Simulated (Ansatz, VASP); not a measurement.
# Cross-check of CsH between VASP and Ansatz

Wanted: the spread between two codes on one cell, functional and k mesh. The cell is taken from a series of runs on this material, whose earlier steps may have relaxed, scaled, displaced or heated it; both programs get it as it stands.

Program: Ansatz 0.2.0. Level of theory: plane waves, with VASP 6.6.1 beside it; G0W0 gap at LDA. Results are calculated unless marked as measured.

## Step 1: The starting structure

The cell holds 6 atoms: 3 Cs and 3 H. Cell: a = 4.509 Å, b = 4.509 Å, c = 35.300 Å, α = 90.0°, β = 90.0°, γ = 90.0°. It derives from CsH. Vacuum lies along c.

Coordinates:

```cif
data_structure
_symmetry_space_group_name_H-M 'P 1'
_symmetry_Int_Tables_number 1
_cell_length_a 4.5085
_cell_length_b 4.5085
_cell_length_c 35.3000
_cell_angle_alpha 90.000
_cell_angle_beta 90.000
_cell_angle_gamma 90.000
_cell_volume 717.53
loop_
_atom_site_label
_atom_site_type_symbol
_atom_site_fract_x
_atom_site_fract_y
_atom_site_fract_z
_atom_site_occupancy
Cs1 Cs 0.00000 0.00000 0.41452 1
Cs2 Cs 0.50000 0.50000 0.50000 1
Cs3 Cs 0.00000 0.00000 0.58548 1
H4 H 0.50000 0.50000 0.41557 1
H5 H 0.00000 0.00000 0.50000 1
H6 H 0.50000 0.50000 0.58443 1
```

## Step 2: Ansatz: G0W0 gap, LDA

Ansatz runs on its default PAW (the set named soft_2) files.

Quasiparticle shifts depend on high empty states and on the cores, so they are the hardest test of two PAW sets.

input.yaml reads:

```yaml
crystal:
  lattice:
    - [4.5085128368, 0.0, 0.0]
    - [0.0, 4.5085128368, 0.0]
    - [0.0, 0.0, 35.3]
  atoms:
    - { symbol: Cs, position: [0.0, 0.0, 0.4145162091] }
    - { symbol: H, position: [0.5, 0.5, 0.4155705441] }
    - { symbol: Cs, position: [0.5, 0.5, 0.5] }
    - { symbol: H, position: [0.0, 0.0, 0.5] }
    - { symbol: Cs, position: [0.0, 0.0, 0.5854837909] }
    - { symbol: H, position: [0.5, 0.5, 0.5844294559] }
  periodic: [true, true, false]
kpoints:
  mp_grid: { grid: [4, 4, 1] }
hamiltonian:
  xc: lda
scf:
  occupations: { method: fixed }
  convergence: { dr2_threshold: 1.0e-10 }
gw:
  n_empty_bands: 491
  ecut_chi: 45.0
  qp_bands: [v2, c2]
  qp_kpoints: band_edges
  screening: { model: contour_deformation }
```

Launch:

```
ansatz run input.yaml --threads 4 --pin off --max-ram 17510MiB --backend cpu --events-out ev --progress --plain --runs-dir out
```

Numbers of over 12 decimals in the logs are rounded to 6 here.

Log:

```text
Engine: ansatz 0.2.0, aarch64-unknown-linux-gnu
Pseudopotentials: kind: paw
Pseudopotential: Cs, paw, valence charge 9, recommended cutoff 420 eV (normal), Cs.paw.azcp
Pseudopotential: H, paw, valence charge 1, recommended cutoff 420 eV (normal), H.paw.azcp
Functional definition: SPW92
  exchange = slater_x
  correlation = pw_c
Crystal: 6 atoms, lattice volume = 717.532 Å³
Basis set: ecut = 420 eV, 14101 PW (Γ)
Bands: 21, of which v1, the nominal top of the filled ones, is band 15 counted from 1 (14 counted from 0)
Symmetry: 16 space group operations
Space group: P4/mmm (ITA 123), of the structure as read, at distance tolerance 9.0e-5 Å
k-points: 6 of 16
Non-local potential: Cs, projectors of the file, l = 0: 3, l = 1: 2, l = 2: 2, l = 3: 2
Non-local potential: H, projectors of the file, l = 0: 2, l = 1: 1
PAW form: soft (Blöchl's): semilocal exchange-correlation on the pseudo side does not see the compensation charge
PAW frozen core: Cs, regenerated for the run's functional, and the local potential with it (the file was generated under x = pbe(κ = 0.804, μ = 0.219515), c = pbe(β = 0.066725))
PAW one-centre angular grid: Cs, 194 points (default); XC on 64 Gauss nodes
PAW one-centre angular grid: H, 110 points (default); XC on 64 Gauss nodes
Initial density: superposition of atomic densities (neutral atoms: chi_scale 0, normalization atom), corrected by the library's trained network
Initial wavefunctions: pseudopotential atomic-orbital guess
Functional: x = slater, c = lda
SCF iter   1: F=—  HF=-16562.345873 eV  |F-HF|=—  |Δ(HF+E_count)|=         —  Δρ=3.92e-3  dr2=1.18e-1  ethr=1.77e-3  ⟨swp⟩=7.3  Hψ=717  notcnv=0  defer=24
preconditioner: auto → Resta (q_TF=auto, 1.607 Å⁻¹)  ε∞=1.5  [insulator: Δε(μ)=1.912 eV  Ē_g=10.037 eV  n_scr=54 (ndim 8)  ℏωp=6.8 eV  f_vac=0.704  ε∞_Penn≈1.5  vacuum switching on, ρ_ref=7.3e-3 e/Å³]
SCF iter   2: F=—  HF=-16562.308081 eV  |F-HF|=—  |Δ(HF+E_count)|=   3.78e-2  Δρ=9.43e-4  dr2=5.48e-3  ethr=3.92e-4  ⟨swp⟩=2.2  Hψ=210  notcnv=0  defer=25
SCF iter   3: F=—  HF=-16562.307905 eV  |F-HF|=—  |Δ(HF+E_count)|=   1.76e-4  Δρ=2.33e-4  dr2=4.31e-4  ethr=1.83e-5  ⟨swp⟩=5.3  Hψ=331  notcnv=0  defer=24
SCF iter   4: F=—  HF=-16562.308167 eV  |F-HF|=—  |Δ(HF+E_count)|=   2.61e-4  Δρ=1.02e-4  dr2=1.84e-4  ethr=1.44e-6  ⟨swp⟩=2.8  Hψ=244  notcnv=0  defer=24
SCF iter   5: F=—  HF=-16562.308104 eV  |F-HF|=—  |Δ(HF+E_count)|=   6.29e-5  Δρ=2.74e-5  dr2=7.14e-6  ethr=6.12e-7  ⟨swp⟩=2.0  Hψ=191  notcnv=0  defer=24
SCF iter   6: F=—  HF=-16562.308101 eV  |F-HF|=—  |Δ(HF+E_count)|=   3.36e-6  Δρ=1.25e-5  dr2=1.66e-6  ethr=2.38e-8  ⟨swp⟩=2.7  Hψ=234  notcnv=0  defer=24
SCF iter   7: F=—  HF=-16562.308100 eV  |F-HF|=—  |Δ(HF+E_count)|=   3.58e-7  Δρ=4.73e-6  dr2=3.06e-7  ethr=5.53e-9  ⟨swp⟩=2.2  Hψ=227  notcnv=0  defer=23
SCF iter   8: F=—  HF=-16562.308100 eV  |F-HF|=—  |Δ(HF+E_count)|=   1.27e-7  Δρ=1.13e-6  dr2=1.51e-8  ethr=1.02e-9  ⟨swp⟩=2.7  Hψ=248  notcnv=0  defer=23
SCF iter   9: F=—  HF=-16562.308100 eV  |F-HF|=—  |Δ(HF+E_count)|=   7.21e-9  Δρ=1.93e-7  dr2=4.12e-10  ethr=5.03e-11  ⟨swp⟩=2.5  Hψ=204  notcnv=0  defer=23
SCF iter  10: F=-16562.308100 eV  HF=-16562.308100 eV  |F-HF|=7.28e-12  |Δ(HF+E_count)|=  1.46e-10  Δρ=1.88e-8  dr2=5.64e-12  ethr=1.00e-12  ⟨swp⟩=21.3  Hψ=1083  notcnv=0
SCF 1 converged in 10 iterations: F = -16562.308100 eV  dr2 = 5.64e-12
  greatest PAW one-centre occupation: 0.929 electrons in one spin orbital (limit 2), on the Cs atom at site 2 (counted from 0), in its partial waves of l = 0
NSCF: frozen V_eff on 6 k-points
G₀W₀ screening: q 1/6
[... further progress lines ...]
SCF converged after 10 iterations
Free energy (F): -16562.308100 eV
Harris-Foulkes:  -16562.308100 eV  (|F-HF|=7.28e-12)
Internal energy: -16562.308100 eV  (E = F + TS)
E sigma→0 (E₀):  -16562.308100 eV
Fermi energy:    -3.306548 eV
--- Per-component energies (eV) ---
  E_band       = -385.081702
  E_kinetic    = 464.199926
  E_local      = -24522.893616  (includes V_loc(G=0)·N_el)
  E_nonlocal   = 101.304689
  E_hartree    = 12028.002216
  E_xc         = -543.613243
  E_vxc        = -412.715127  (∫ρ·V_xc dr)
  E_paw        = -14709.826476  (= ΣΔE_a)
  E_vpaw       = -70.978798  (= ΣTr[D̂ρ^β])
  E_aug_tail   = -0.003027  (compensation charges beyond the density's cutoff)
  E_ewald      = 10619.709761
  E_core_change = 0.811669  (= ΣΔE_core)
  E_smearing   = -0.000000  (= −TS)
  E_closure    = -0.000000  (closes the sum)
  Σ components = -16562.308100   (vs F -16562.308100, Δ=0.00e0)
--- Band table (eV; the first three rows and the last of 6) ---
  k-point 0: bands = [... 11 lower, -11.3337, -5.0409, -4.5488, -4.4119, -0.7434 (-0.7446°), -0.7314 (-0.7327°), -0.4659 (-0.4659°), 0.2638, ... 2 higher]
  k-point 1: bands = [... 11 lower, -11.3434, -4.4798, -4.1266, -3.9217, -0.6809 (-0.6810°), -0.5913 (-0.5915°), -0.1022 (-0.1035°), 0.0089 (0.0072°), ... 2 higher]
  k-point 2: bands = [... 11 lower, -11.3667, -3.7870, -3.6724, -3.3065, -1.1737, -1.1703, -0.4975, 0.0461 (0.0461°), ... 2 higher]
  k-point 5: bands = [... 11 lower, -11.5386, -4.5220, -4.4184, -4.0530, -0.2500, -0.2500, 0.5861, 0.5861, ... 2 higher]
  ° read free of the cell's end (the report's vacuum.weakly_bound_levels)
--- G₀W₀: contour deformation, 6 samples at zero and on the imaginary axis and 1 off it, 16 q-points, 491 empty bands' worth ---
  eigenvalues of the whole cell's RPA ε∞ on this k-mesh (on a slab, of 1 + 4πα/V) = 1.1837, 1.5980, 1.5980; static W/v taken at q = 0 is 0.723778
  gw.qp_kpoints: band_edges: 6 of 6 stored k-points solved, in 2 passes; an edge of the gap read off the rows below is read off those points alone
  `?` marks the rows in doubt; gw_qp.tsv's column doubts and the gw_qp event give each row's grounds
    ik  band        ε_KS         Σx   Σc(E_QP)       V_xc       Z   E_QP_lin       E_QP  E_QP is
     0    14     -4.5488   -12.9668     2.3010    -9.4510  0.7222    -5.8546    -5.7637  root
     0    15     -4.4119   -12.7464     2.1286    -9.4184  0.7252    -5.7019    -5.6113  root
     0    16     -0.7434    -1.2946    -1.3424    -3.2472  0.8770    -0.1249    -0.1332  root
     0    17     -0.7314    -1.2087    -1.3214    -3.1157  0.8800    -0.1381    -0.1457  root
     1    14     -4.1266   -13.2529     2.1493    -9.8882  0.7343    -5.4165    -5.3421  root
     1    15     -3.9217   -13.0214     1.9573    -9.8648  0.7400    -5.1910    -5.1210  root
     1    16     -0.6809    -2.5889    -2.2668    -5.8446  0.8407     0.3363     0.3080  root
     1    17     -0.5913    -2.5326    -1.9943    -5.4339  0.8445     0.3379     0.3155  root
     2    14     -3.6724   -13.6367     2.0604   -10.3608  0.7392    -4.9576    -4.8877  root
     2    15     -3.3065   -13.7391     1.9740   -10.5454  0.7480    -4.5861    -4.5262  root
     2    16     -1.1737    -3.5149    -2.8480    -7.5321  0.8223     0.0362    -0.0045  root
     2    17     -1.1703    -3.5293    -2.8335    -7.5557  0.8235     0.0656     0.0226  root
     3    14     -4.0541   -13.3914     2.1770    -9.9903  0.7335    -5.3533    -5.2781  root
     3    15     -3.7723   -13.3322     2.0366   -10.0734  0.7396    -5.0644    -4.9945  root
     3    16     -0.3723    -2.4446    -2.2372    -5.6767  0.8418     0.6521     0.6226  root
     3    17     -0.3061    -2.5721    -2.2130    -5.7713  0.8408     0.7086     0.6801  root
     4    14     -4.0674   -13.1704     2.1844    -9.7647  0.7269    -5.3719    -5.2888  root
     4    15     -3.7085   -13.3127     2.0597   -10.0282  0.7383    -5.0048    -4.9334  root
     4    16     -0.4619    -3.8665    -3.0528    -8.1677  0.8134     0.8425     0.7865  root
     4    17     -0.3953    -3.5765    -2.8718    -7.6597  0.8180     0.8681     0.8160  root
     5    14     -4.4184   -12.8369     2.3442    -9.2758  0.7127    -5.7360    -5.6353  root ?
     5    15     -4.0530   -13.0736     2.1933    -9.6493  0.7271    -5.3678    -5.2840  root
     5    16     -0.2500    -3.5994    -3.1573    -8.0529  0.8095     1.1107     1.0462  root
     5    17     -0.2500    -3.5994    -3.1573    -8.0529  0.8095     1.1107     1.0462  root
```

Reading the cycles: dr2 is the Hartree energy of the density residual (eV), the measure of convergence; HF is the Harris–Foulkes estimate of the energy, which meets the free energy F at convergence.

(Continued in part 2 of 2.)

[Lines on the potential files, build, host, timing and source positions are cut from VASP's logs without a mark.]

[Logs are printed without paths, hosts, clocks, repeated set-up lines and the standing remarks that a program may print on its own settings, such as how far it seeks lower states.]

[Hosts, paths, dates, database ids (printed as entryN), source tags and the programs' standing remarks are cut or masked in the printed files.]
